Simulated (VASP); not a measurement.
# MgCd2Te3 (I-4m2) in VASP: relaxation of cell and atoms with PBE

Aim: the relaxation of cell and atoms of MgCd2Te3 with PBE.

Program: VASP 6.6.1. These are calculated values, not measurements. Logs are shortened: lines on timing, memory, paths and dates and some standing lists are left out, and cuts for length are marked.

## Step 1: The crystal as given

It takes space group I-4m2 (No. 119, tetragonal). The conventional cell has a = 4.662 Å, b = 4.662 Å, c = 19.642 Å, α = 90.00°, β = 90.00°, γ = 90.00°. Mg (site symmetry -4m2) has 4 Te at 2.83 Å as nearest neighbours. Cd (site symmetry 2mm) is surrounded by 4 Te at 2.85 to 2.87 Å. Te (site symmetry 2mm) has 2 Mg at 2.83 Å and 2 Cd at 2.87 Å as nearest neighbours. Around Te (site symmetry -4m2) lie 4 Cd at 2.85 Å.

The cell was built by a generator and needn't be a form met in nature.

## Step 2: Relaxation of cell and atoms, PBE

File INCAR:

```
SYSTEM = MgCd2Te3
ALGO     = Normal         ! electronic algorithm
EDIFF    = 1E-6           ! SCF threshold, eV
EDIFFG   = -0.01          ! ionic threshold
ENCUT    = 520            ! plane-wave cutoff, eV
GGA      = PE             ! functional
IBRION   = 2              ! ionic algorithm
ISIF     = 3              ! what is computed and relaxed
ISMEAR   = 0              ! smearing method
KPAR     = 4            
LASPH    = .True.         ! aspherical terms in the spheres
LCHARG   = .False.        ! write CHGCAR
LREAL    = .False.        ! projectors in reciprocal space
LWAVE    = .False.        ! write WAVECAR
NELM     = 120            ! most SCF steps
NSW      = 90             ! ionic steps
PREC     = Accurate       ! precision mode
SIGMA    = 0.03           ! smearing width, eV
```

File KPOINTS:

```
k-points
0
Gamma
  8 8 8
  0 0 0
```

File POSCAR:

```
MgCd2Te3
1.0
   -2.3310000000      2.3310000000      9.8210000000
    2.3310000000     -2.3310000000      9.8210000000
    2.3310000000      2.3310000000     -9.8210000000
Mg Cd Te
1 2 3
Direct
    0.0000000000      0.0000000000      0.0000000000
    0.3335709200      0.3335709200      0.0000000000
    0.6664290800      0.6664290800      0.0000000000
    0.9184400800      0.4184400800      0.5000000000
    0.5815599200      0.0815599200      0.5000000000
    0.2500000000      0.7500000000      0.5000000000
```

Potentials or basis: VASP PAW PBE potentials, release 64 (Mg, Cd, Te).

Run with:

```
$ cat potpaw_PBE.64/Mg/POTCAR potpaw_PBE.64/Cd/POTCAR potpaw_PBE.64/Te/POTCAR > POTCAR
$ mpirun -np 4 vasp_std > vasp.out
```

OUTCAR:

```text
SYSTEM = MgCd2Te3
   EDIFF = 1E-6
   EDIFFG = -0.01
   ENCUT = 520
   GGA = PE
   IBRION = 2
   ISIF = 3
   ISMEAR = 0
   LASPH = .True.
   LREAL = .False.
   NELM = 120
   NSW = 90
   PREC = Accurate

 ion  position               nearest neighbor table
   1  0.000  0.000  0.000-   5 2.83   4 2.83   5 2.83   4 2.83
   2  0.334  0.334  0.000-   6 2.85   6 2.85   4 2.87   4 2.87
   3  0.666  0.666  0.000-   6 2.85   6 2.85   5 2.87   5 2.87
   4  0.918  0.418  0.500-   1 2.83   1 2.83   2 2.87   2 2.87
   5  0.582  0.082  0.500-   1 2.83   1 2.83   3 2.87   3 2.87
   6  0.250  0.750  0.500-   2 2.85   3 2.85   2 2.85   3 2.85

  LATTYP: Found a body centered tetragonal cell.
 ALAT       =     4.6620000000
 C/A-ratio  =     4.2132132132

  Lattice vectors:

 A1 = (  -2.3310000000,   2.3310000000,   9.8210000000)
 A2 = (   2.3310000000,  -2.3310000000,   9.8210000000)
 A3 = (   2.3310000000,   2.3310000000,  -9.8210000000)

Analysis of symmetry for initial positions (statically):
=====================================================================
 Subroutine PRICEL returns:
 Original cell was already a primitive cell.

 Routine SETGRP: Setting up the symmetry group for a
 body centered tetragonal supercell.

 Subroutine GETGRP returns: Found  8 space group operations
 (whereof  8 operations were pure point group operations)
 out of a pool of 16 trial point group operations.

The static configuration has the point symmetry D_2d.

Analysis of symmetry for dynamics (positions and initial velocities):
=====================================================================
 Subroutine PRICEL returns:
 Original cell was already a primitive cell.

 Routine SETGRP: Setting up the symmetry group for a
 body centered tetragonal supercell.

 Subroutine GETGRP returns: Found  8 space group operations
 (whereof  8 operations were pure point group operations)
 out of a pool of 16 trial point group operations.

The dynamic configuration has the point symmetry D_2d.

 Subroutine INISYM returns: Found  8 space group operations
 (whereof  8 operations are pure point group operations),
 and found     1 'primitive' translations

----------------------------------------------------------------------------------------

                                     Primitive cell

  volume of cell :     213.4520

  direct lattice vectors                    reciprocal lattice vectors
[... 105 lines left out ...]
   PSTRESS=    0.0 pullay stress
   NELECT =      44.0000    total number of electrons
   NUPDOWN=      -1.0000    fix difference up-down
   EMIN   =  10.00;   EMAX   =-10.00  energy-range for DOS
   EFERMI =   0.00;   METHOD = LEGACY
   ISMEAR =     0;   SIGMA  =   0.03  broadening in eV -4-tet -1-fermi 0-gaus
   EFERMI_NEDOS =   21; number of points for ismear=-14 and -15
   IALGO  =     38    algorithm
   IMIX   =      4    mixing-type and parameters
     AMIX     =   0.40;   BMIX     =  1.00
     AMIX_MAG =   1.60;   BMIX_MAG =  1.00
  volume/ion in A,a.u.               =      35.58       240.07
  Fermi-wavevector in a.u.,A,eV,Ry     =   0.967072  1.827502 12.724562  0.935229
  Thomas-Fermi vector in A             =   2.096927
   LORBIT       =      0    0 simple, 1 ext, 2 COOP (PROOUT), +10 PAW based schemes
   GGA     = PE    functional components
   LHFCALC =     F    Hartree Fock is set to
   AEXX    =    0.0000 exact exchange contribution
   IVDW    =     0    specifies the selected vdW correction
   LEPSILON=     F    determine dielectric tensor
   LRPA    =     F    only Hartree local field effects (RPA)
 conjugate gradient relaxation of ions
 non-spin polarized calculation
 Gauss-broadening in eV      SIGMA  =   0.03
  energy-cutoff  :      520.00
  volume of cell :      213.45
 maximum number of plane-waves:      5805
 NGX is ok and might be reduce to    80
   NGX = 39   NGY = 39   NGZ = 39

--------------------------------------- Ionic step        1  -------------------------------------------

 number of electron      44.0000000 magnetization

 Free energy of the ion-electron system (eV)
  ---------------------------------------------------
  ext. energy  EPLUGINS =         0.00000000
  ---------------------------------------------------
  free energy    TOTEN  =       -16.01479830 eV

  energy without entropy =      -16.01479830  energy(sigma->0) =      -16.01479830

------------------------ aborting loop because EDIFF is reached ----------------------------------------

  FORCE on cell =-STRESS in cart. coord.  units (eV):
  Direction    XX          YY          ZZ          XY          YZ          ZX
  --------------------------------------------------------------------------------------
  -------------------------------------------------------------------------------------
  Total        0.1573403      0.1573403      0.2444689      0.0000000      0.0000000      0.0000000
  in kB        1.1810014      1.1810014      1.8349909      0.0000000      0.0000000      0.0000000
  external PRESSURE =       1.3989979 kB  Pullay stress =       0.0000000 kB
[... 227 lines left out ...]
--------------------------------------- Ionic step        7  -------------------------------------------

 number of electron      44.0000004 magnetization

 Free energy of the ion-electron system (eV)
  ---------------------------------------------------
  ext. energy  EPLUGINS =         0.00000000
  ---------------------------------------------------
  free energy    TOTEN  =       -16.01746015 eV

  energy without entropy =      -16.01746015  energy(sigma->0) =      -16.01746015

 E-fermi :   1.9229     XC(G=0):  -8.1331

 val. band max:        1.7852677274   @ k =   0.0000   0.0000   0.0000
 cond. band min:       2.8773751444   @ k =   0.0000   0.0000   0.0000
 fundamental gap:      1.0921074170
 Fermi energy:         1.9228815797

 k-point     1 :       0.0000    0.0000    0.0000
  band No.  band energies     occupation
      1      -8.8332      2.00000
      2      -8.5134      2.00000
      3      -8.3227      2.00000
      4      -6.1215      2.00000
      5      -6.1215      2.00000
      6      -6.0553      2.00000
[... 685 lines left out ...]
     25       5.4692      0.00000
     26       5.9554      0.00000

 [... further k-points ...]

------------------------ aborting loop because EDIFF is reached ----------------------------------------

  FORCE on cell =-STRESS in cart. coord.  units (eV):
  Direction    XX          YY          ZZ          XY          YZ          ZX
  --------------------------------------------------------------------------------------
  -------------------------------------------------------------------------------------
  Total        0.0409542      0.0409542      0.0209689      0.0000000      0.0000000      0.0000000
  in kB        0.3067171      0.3067171      0.1570418      0.0000000      0.0000000      0.0000000
  external PRESSURE =       0.2568253 kB  Pullay stress =       0.0000000 kB
[... 21 lines left out ...]
  FREE ENERGIE OF THE ION-ELECTRON SYSTEM (eV)
  ---------------------------------------------------
  free  energy   TOTEN  =       -16.0174601502 eV

  energy  without entropy=      -16.0174601502  energy(sigma->0) =      -16.01746015

 reached required accuracy - stopping structural energy minimisation
```

OSZICAR:

```text
N       E                     dE             d eps       ncg     rms          rms(c)
DAV:   1     0.263314322037E+03    0.26331E+03   -0.18597E+04  3068   0.141E+03
[... 51 lines left out ...]
       N       E                     dE             d eps       ncg     rms          rms(c)
DAV:   1    -0.160205652105E+02   -0.31620E-02   -0.80886E-02  3502   0.251E+00    0.413E-01
DAV:   2    -0.160178004994E+02    0.27647E-02   -0.85074E-03  3234   0.103E+00    0.131E-01
DAV:   3    -0.160175143122E+02    0.28619E-03   -0.87314E-04  3498   0.205E-01    0.113E-01
DAV:   4    -0.160174637795E+02    0.50533E-04   -0.10849E-04  3146   0.589E-02    0.211E-02
DAV:   5    -0.160174593467E+02    0.44328E-05   -0.32903E-05  3346   0.548E-02    0.150E-02
DAV:   6    -0.160174601502E+02   -0.80350E-06   -0.28940E-06  2016   0.156E-02
   7 F= -.16017460E+02 E0= -.16017460E+02  d E =-.565637E-04
```

CONTCAR:

```text
MgCd2Te3
   1.00000000000000
    -2.3297022164543111    2.3297022164543111    9.8539431318646784
     2.3297022164543111   -2.3297022164543111    9.8539431318646784
     2.3297022164543111    2.3297022164543111   -9.8539431318646784
  Mg              Cd              Te
     1     2     3
Direct
     0.0000000000000000    0.0000000000000000    0.0000000000000000
     0.3344764374047609    0.3344764374047609    0.0000000000000000
     0.6655235625952390    0.6655235625952390    0.0000000000000000
     0.9193658465135416    0.4193658465135413    0.5000000000000000
     0.5806341534864584    0.0806341534864586    0.5000000000000000
     0.2500000000000000    0.7500000000000000    0.5000000000000000

  0.00000000E+00  0.00000000E+00  0.00000000E+00
  0.00000000E+00  0.00000000E+00  0.00000000E+00
  0.00000000E+00  0.00000000E+00  0.00000000E+00
  0.00000000E+00  0.00000000E+00  0.00000000E+00
  0.00000000E+00  0.00000000E+00  0.00000000E+00
  0.00000000E+00  0.00000000E+00  0.00000000E+00
```

It took 14 min on 4 MPI ranks of Intel Xeon Platinum 8488C (Sapphire Rapids), shared host; peak memory 1.3 GiB.

What came out:

```
Free energy                            : -16.0175 eV
Relaxed volume                         : 35.65 Å³/atom
Relaxed cell                           : a = 10.390 Å, b = 10.390 Å, c = 10.390 Å, α = 154.09°, β = 154.09°, γ = 36.98°
Space group after relaxing (to 0.05 Å) : I-4m2 (No. 119)
Energy gained by relaxing              : 0.4 meV/atom
Ionic steps                            : 7
Pressure after relaxing                : 0.0 GPa
Band gap on the k mesh                 : 1.09 eV, direct
```

The path:
```tsv
step	energy change (eV)	largest force (eV/Å)	pressure (GPa)	volume (Å³)
1	0.0000	0.0667	0.14	213.45
2	-0.0011	0.0516	0.00	214.41
3	-0.0012	0.0441	-0.12	215.10
4	-0.0020	0.0301	-0.11	214.92
5	-0.0026	0.0077	-0.07	214.64
6	-0.0026	0.0062	-0.06	214.56
7	-0.0027	0.0013	0.03	213.93
```

Final structure:
```cif
data_structure
_symmetry_space_group_name_H-M 'P 1'
_symmetry_Int_Tables_number 1
_cell_length_a 10.3902
_cell_length_b 10.3902
_cell_length_c 10.3902
_cell_angle_alpha 154.086
_cell_angle_beta 154.086
_cell_angle_gamma 36.975
_cell_volume 213.93
loop_
_atom_site_label
_atom_site_type_symbol
_atom_site_fract_x
_atom_site_fract_y
_atom_site_fract_z
_atom_site_occupancy
Mg1 Mg 0.00000 0.00000 0.00000 1
Cd1 Cd 0.33448 0.33448 0.00000 1
Cd2 Cd 0.66552 0.66552 0.00000 1
Te1 Te 0.91937 0.41937 0.50000 1
Te2 Te 0.58063 0.08063 0.50000 1
Te3 Te 0.25000 0.75000 0.50000 1
```

Caveat: spin-orbit coupling is left out, which moves the levels of the heavy elements. Expect the measured gap to be larger: semilocal functionals such as PBE lack the derivative discontinuity.
